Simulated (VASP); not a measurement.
**SnO2: band gap against strain**

SnO2 (rutile, P4_2/mnm, 11.912 Å³/atom and stress up to 0.17 GPa in the relaxed cell, c along z) under an equal strain ε along x and y, with z held. LDA in VASP (plane waves, PAW), 600 eV, 8×8×10 Γ-centred mesh, Gaussian smearing 0.05 eV; ions are relaxed, or left where forces stay under 0.02 eV/Å, within the symmetry of each cell. Gaps are the smallest on the run's k-mesh, which can miss an edge that lies off it, without spin-orbit coupling; in all rows the valence edge lies at Γ and the conduction edge at Γ.

Here s stands for strain and Eg for gap.

| strain (%) | gap (eV) |
|---|---|
| 0.00 | 1.140 |
| 0.50 | 1.044 |
| 1.00 | 0.949 |
| 1.50 | 0.858 |
| 3.00 | ? |

The 4 complete rows are fitted with a straight line, Eg against s. Means: s 0.75000, Eg 0.9978. About the means, the sum of products is -0.23525 and the sum of squares of s is 1.2500; the slope is their ratio. Least squares gives Eg = 1.1389 - 0.18820·s. Residuals (row less fit): 0.0011, -0.0008, -0.0017, 0.0014; standard error 0.0018 (degrees of freedom: 2). Over these rows the gap moves by -18.8 ± 0.2 eV per unit strain.

**Question.** What does the fit predict for Eg at s = 3.00, and how far is the calculated value from it?

**Answer.** Eg = 1.1389 - 0.18820 × 3.0 = 0.5743 eV. The calculation gives 0.615 eV, 0.0407 eV above the prediction (7.8 % of the range of Eg in the table). The row lies outside the fitted rows, so this is an extrapolation. From the scatter of the fitted rows alone, a prediction at this place has a standard error of 0.0042 eV, so the miss is 9.7 times that.

A polynomial of degree 2 through the 6 other runs of the series gives 0.613 there, so most of the miss is curvature that the fit leaves out. Spin-orbit coupling is left out, which can shift this property for SnO2. Rows are the converged runs of the series near zero and its far end; series whose fitted rows scatter by over a few per cent of the range, as at a crossing or softening among them, aren't shown in this form, nor equations of state whose B0' disagrees with the runs' pressures. Most that stay on the fit to the last digits aren't either.
